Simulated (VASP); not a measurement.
Output of a VASP run:

### OUTCAR
```
 ion  position               nearest neighbor table
   1  0.667  0.333  0.418-   3 2.75   3 2.75   3 2.75
   2  0.333  0.667  0.582-   3 2.75   3 2.75   3 2.75
   3  0.000  0.000  0.500-   1 2.75   2 2.75   1 2.75   2 2.75   1 2.75   2 2.75
  LATTYP: Found a hexagonal cell.
 ALAT       =     3.8563060651
 C/A-ratio  =     5.0551771581
 Subroutine PRICEL returns:
 Original cell was already a primitive cell.
 Subroutine GETGRP returns: Found 12 space group operations
The static configuration has the point symmetry D_3d.
The dynamic configuration has the point symmetry D_3d.
 Subroutine INISYM returns: Found 12 space group operations
 Subroutine IBZKPT returns following result:
 Found     19 irreducible k-points:

 Following reciprocal coordinates:
            Coordinates               Weight
  0.000000  0.000000  0.000000      1.000000
  0.083333  0.000000  0.000000      6.000000
  0.166667  0.000000  0.000000      6.000000
  0.250000  0.000000  0.000000      6.000000
  0.333333  0.000000  0.000000      6.000000
  0.416667  0.000000  0.000000      6.000000
  0.500000  0.000000  0.000000      3.000000
  0.083333  0.083333  0.000000      6.000000
  0.166667  0.083333  0.000000     12.000000
  0.250000  0.083333  0.000000     12.000000
  0.333333  0.083333  0.000000     12.000000
  0.416667  0.083333  0.000000     12.000000
  0.166667  0.166667  0.000000      6.000000
  0.250000  0.166667  0.000000     12.000000
  0.333333  0.166667  0.000000     12.000000
  0.416667  0.166667  0.000000      6.000000
  0.250000  0.250000  0.000000      6.000000
  0.333333  0.250000  0.000000     12.000000
  0.333333  0.333333  0.000000      2.000000
   k-points           NKPTS =     19   k-points in BZ     NKDIM =     19   number of bands    NBANDS=     17
   number of dos      NEDOS =    301   number of ions     NIONS =      3
   total plane-waves  NPLWV =  38400
   dimension x,y,z NGX =    20 NGY =   20 NGZ =   96
   dimension x,y,z NGXF=    40 NGYF=   40 NGZF=  192
   ions per type =               2   1
   PREC   = normal    normal or accurate (medium, high low for compatibility)
   ISTART =      1    job   : 0-new  1-cont  2-samecut
   ICHARG =      0    charge: 1-file 2-atom 10-const
   ISPIN  =      1    spin polarized calculation?
   LNONCOLLINEAR =      F non collinear calculations
   LSORBIT =      F    spin-orbit coupling
   INIWAV =      1    electr: 0-lowe 1-rand  2-diag
   ENCUT  =  400.0 eV  29.40 Ry    5.42 a.u.   6.29  6.29 31.79*2*pi/ulx,y,z
   NELM   =    100;   NELMIN=  4; NELMDL=  0     # of ELM steps
   EDIFF  = 0.1E-05   stopping-criterion for ELM
   LREAL  =      F    real-space projection
   NLSPLINE    = F    spline interpolate recip. space projectors
   LMAXMIX     =    4 max onsite mixed and CHGCAR
   VOSKOWN=      0    Vosko Wilk Nusair interpolation
   EDIFFG = 0.1E-04   stopping-criterion for IOM
   NSW    =      0    number of steps for IOM
   NBLOCK =      1;   KBLOCK =      1    inner block; outer block
   IBRION =     -1    ionic relax: 0-MD 1-quasi-New 2-CG
   NFREE  =      0    steps in history (QN), initial steepest desc. (CG)
   ISIF   =      2    stress and relaxation
   ISYM   =      2    0-nonsym 1-usesym 2-fastsym
   TEIN   =    0.0    initial temperature
   TEBEG  =    0.0;   TEEND  =   0.0 temperature during run
   SMASS  =  -3.00    Nose mass-parameter (am)
   PSTRESS=    0.0 pullay stress
   NELECT =      26.0000    total number of electrons
   EFERMI =   0.00;   METHOD = LEGACY
   ISMEAR =     0;   SIGMA  =   0.05  broadening in eV -4-tet -1-fermi 0-gaus
   IALGO  =     38    algorithm
   LDIAG  =      T    sub-space diagonalisation (order eigenvalues)
   IMIX   =      4    mixing-type and parameters
     AMIX     =   0.40;   BMIX     =  1.00
     AMIX_MAG =   1.60;   BMIX_MAG =  1.00
     AMIN     =   0.10
   GGA     = BO    functional components
   VOSKOWN =     0    Vosko Wilk Nusair interpolation
   LHFCALC =     F    Hartree Fock is set to
...
```

OSZICAR:
```
...
DAV:  44    -0.502160084290E+01   -0.11405E-04   -0.15702E-05   648   0.323E-02    0.508E-03
DAV:  45    -0.502160736699E+01   -0.65241E-05   -0.49004E-07   514   0.710E-03    0.494E-03
DAV:  46    -0.502161374274E+01   -0.63757E-05   -0.97263E-07   496   0.864E-03    0.476E-03
DAV:  47    -0.502165697620E+01   -0.43233E-04   -0.60640E-06   495   0.165E-02    0.419E-03
DAV:  48    -0.502169072637E+01   -0.33750E-04   -0.52615E-06   494   0.161E-02    0.356E-03
DAV:  49    -0.502172873137E+01   -0.38005E-04   -0.11560E-05   874   0.245E-02    0.244E-03
DAV:  50    -0.502173740028E+01   -0.86689E-05   -0.15549E-05   525   0.286E-02    0.168E-03
DAV:  51    -0.502170229684E+01    0.35103E-04   -0.15687E-05   630   0.306E-02    0.976E-04
DAV:  52    -0.502164703705E+01    0.55260E-04   -0.10396E-05   525   0.222E-02    0.612E-04
DAV:  53    -0.502157509422E+01    0.71943E-04   -0.34008E-05   780   0.357E-02    0.282E-04
DAV:  54    -0.502152320726E+01    0.51887E-04   -0.39150E-05   818   0.448E-02    0.221E-04
DAV:  55    -0.502150620116E+01    0.17006E-04   -0.66716E-06   493   0.192E-02    0.186E-04
DAV:  56    -0.502149266809E+01    0.13533E-04   -0.60067E-06   782   0.280E-02    0.184E-04
DAV:  57    -0.502147232805E+01    0.20340E-04   -0.15526E-05   865   0.407E-02    0.196E-04
DAV:  58    -0.502146917903E+01    0.31490E-05   -0.93017E-06   645   0.284E-02    0.172E-04
DAV:  59    -0.502145420556E+01    0.14973E-04   -0.44001E-06   647   0.227E-02    0.195E-04
DAV:  60    -0.502144911126E+01    0.50943E-05   -0.15922E-05   648   0.354E-02    0.157E-04
DAV:  61    -0.502144962017E+01   -0.50890E-06   -0.21734E-05   644   0.461E-02    0.210E-04
DAV:  62    -0.502145407546E+01   -0.44553E-05   -0.15713E-05   644   0.370E-02    0.146E-04
DAV:  63    -0.502145029839E+01    0.37771E-05   -0.13846E-05   644   0.331E-02    0.162E-04
DAV:  64    -0.502144227628E+01    0.80221E-05   -0.81724E-06   661   0.286E-02    0.133E-04
DAV:  65    -0.502137146378E+01    0.70812E-04   -0.21825E-05   806   0.415E-02    0.170E-04
DAV:  66    -0.502136808410E+01    0.33797E-05   -0.13684E-05   648   0.364E-02    0.165E-04
DAV:  67    -0.502135509264E+01    0.12991E-04   -0.12231E-05   637   0.254E-02    0.144E-04
DAV:  68    -0.502135901319E+01   -0.39206E-05   -0.32842E-05   647   0.471E-02    0.140E-04
DAV:  69    -0.502136677201E+01   -0.77588E-05   -0.38918E-05   642   0.491E-02    0.160E-04
DAV:  70    -0.502137123590E+01   -0.44639E-05   -0.13053E-05   644   0.322E-02    0.156E-04
DAV:  71    -0.502136197525E+01    0.92606E-05   -0.11223E-05   642   0.297E-02    0.158E-04
DAV:  72    -0.502686047162E+01   -0.54985E-02   -0.19036E-02   696   0.309E-02    0.179E-01
DAV:  73    -0.502158388169E+01    0.52766E-02   -0.35975E+00   843   0.365E-01    0.583E-03
DAV:  74    -0.502174915842E+01   -0.16528E-03   -0.47085E-05   893   0.568E-02    0.339E-03
DAV:  75    -0.502177935924E+01   -0.30201E-04   -0.53481E-05   794   0.517E-02    0.230E-03
DAV:  76    -0.502175133647E+01    0.28023E-04   -0.15671E-05   873   0.318E-02    0.233E-03
DAV:  77    -0.502178208173E+01   -0.30745E-04   -0.13007E-05   814   0.314E-02    0.230E-03
DAV:  78    -0.502178702568E+01   -0.49439E-05   -0.27174E-06   862   0.142E-02    0.223E-03
DAV:  79    -0.502177067522E+01    0.16350E-04   -0.22766E-06   674   0.138E-02    0.218E-03
DAV:  80    -0.502177348847E+01   -0.28133E-05   -0.97473E-06   710   0.260E-02    0.214E-03
DAV:  81    -0.502178066554E+01   -0.71771E-05   -0.55630E-06   651   0.211E-02    0.213E-03
DAV:  82    -0.502178120798E+01   -0.54244E-06   -0.64212E-06   494   0.201E-02
   1 F= -.50217812E+01 E0= -.50217812E+01  d E =-.486992E-11
```

**OUTCAR**
```
------------------------ aborting loop because EDIFF is reached ----------------------------------------
  FORCE on cell =-STRESS in cart. coord.  units (eV):
  Direction    XX          YY          ZZ          XY          YZ          ZX
  --------------------------------------------------------------------------------------
  Total        0.1387262      0.1387262      0.0753430      0.0000000     -0.0000000      0.0000000
  in kB        0.8852942      0.8852943      0.4808081      0.0000000     -0.0000000      0.0000000
  external PRESSURE =       0.7504655 kB  Pullay stress =       0.0000000 kB
  volume of cell :      251.06
      direct lattice vectors                 reciprocal lattice vectors
     3.856306065  0.000000000  0.000000000     0.259315517  0.149715873  0.000000000
    -1.928153033  3.339659243  0.000000000     0.000000000  0.299431747  0.000000000
     0.000000000  0.000000000 19.494310335     0.000000000  0.000000000  0.051297019
 POSITION                                       TOTAL-FORCE (eV/Angst)
 -----------------------------------------------------------------------------------
      1.92815      1.11322      8.13951        -0.000000      0.000000     -0.026849
     -0.00000      2.22644     11.35480         0.000000     -0.000000      0.026849
      0.00000      0.00000      9.74716        -0.000000      0.000000      0.000000
 -----------------------------------------------------------------------------------
    total drift:                                0.000000     -0.000000      0.000000
  FREE ENERGIE OF THE ION-ELECTRON SYSTEM (eV)
  ---------------------------------------------------
  free  energy   TOTEN  =        -5.0217812080 eV

  energy  without entropy=       -5.0217812080  energy(sigma->0) =       -5.02178121

 total charge

# of ion       s       p       d       tot
------------------------------------------
    1        1.491   2.299   0.023   3.813
    2        1.491   2.299   0.023   3.813
    3        1.071   0.989  10.085  12.145
--------------------------------------------------
tot          4.052   5.587  10.132  19.771
```
(Selected blocks of OUTCAR.)

File POSCAR:
```
SnSe2 monolayer
1
    3.8563060651     0.0000000000    -0.0000000000
   -1.9281530325     3.3396592432     0.0000000000
    0.0000000000     0.0000000000    19.4943103349
Se Sn
2 1
Direct
  0.6666670000   0.3333330000   0.4175324463
  0.3333330000   0.6666670000   0.5824675537
  0.0000000000   1.0000000000   0.5000000000
```

### Question
Write an INCAR and KPOINTS that could have produced this output.

### Answer
This is not unique; one that fits is the input of the run itself, optB88-vdW, plane waves, VASP's PBE PAW potentials (set 64).

### KPOINTS
```
Automatic mesh
0
Gamma
12 12 1
0 0 0
```

### INCAR
```
LORBIT = 11   ! lm-projected
EDIFF = 1E-6   ! SCF stop (eV)
LWAVE = .FALSE.
GGA = BO
ENCUT = 400   ! plane-wave cut-off (eV)
LVHAR = .TRUE.
ALGO = Normal
NELMIN = 4
SIGMA = 0.05   ! width (eV)
SYSTEM = SnSe2 monolayer
NELM = 100   ! most electronic steps
PARAM1 = 0.1833333333
PREC = Normal
ISMEAR = 0   ! Gaussian
LUSE_VDW = .TRUE.
LCHARG = .FALSE.
LMAXMIX = 4
LREAL = .FALSE.
LASPH = .TRUE.   ! aspherical one-centre terms
PARAM2 = 0.22
AGGAC = 0.0
```

POTCAR, in this order: Se Sn_d (PBE.64 set). Program: vasp_std. Read from the step before: WAVECAR.

The cell is a sheet with vacuum, built from SnSe2 (1T layered).
